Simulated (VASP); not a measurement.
SnAu, 4 atoms in the cell. The structure is hexagonal, space group P6_3/mmc (No. 194). The conventional cell has a = 4.361 Å, b = 4.361 Å, c = 5.594 Å, α = 90.00°, β = 90.00°, γ = 120.00°. Around Sn (site symmetry -6m2) lie 6 Au at 2.88 Å. Au (site symmetry -3m) is surrounded by 2 Au at 2.80 Å and 6 Sn at 2.88 Å. The cell is a database's computed one.

| Property | Result |
| --- | --- |
| Program | VASP 6.6.1 |
| Task | relaxation of cell and atoms |
| Functional | PBEsol |
| Potentials or basis | VASP PAW PBE potentials, release 64 (Sn_d, Au) |
| Cutoff | 600 eV |
| k mesh | 6 × 6 × 4 |
| Occupations | gaussian, width 0.1 eV |
| Spin | no spin polarisation |
| Further INCAR settings | ALGO = Normal; EDIFF = 1e-07; IBRION = 2; EDIFFG = -0.005; NSW = 90; ISIF = 3 |

Potentials or basis: VASP PAW PBE potentials, release 64 (Sn_d, Au).

Command:

```sh
$ cat potpaw_PBE.64/Sn_d/POTCAR potpaw_PBE.64/Au/POTCAR > POTCAR
$ mpirun -np 1 vasp_std > vasp.out
```

Hardware: 1 thread of Intel(R) Xeon(R) Platinum 8488C (Sapphire Rapids), with other jobs on the host.

Q: Estimate the wall time of this run.

A: Run time: 3.6 min on 1 thread of Intel(R) Xeon(R) Platinum 8488C (Sapphire Rapids), with other jobs on the host, peak memory 0.28 GiB. Counts: scf iterations 75, k points 21, ion steps 9.
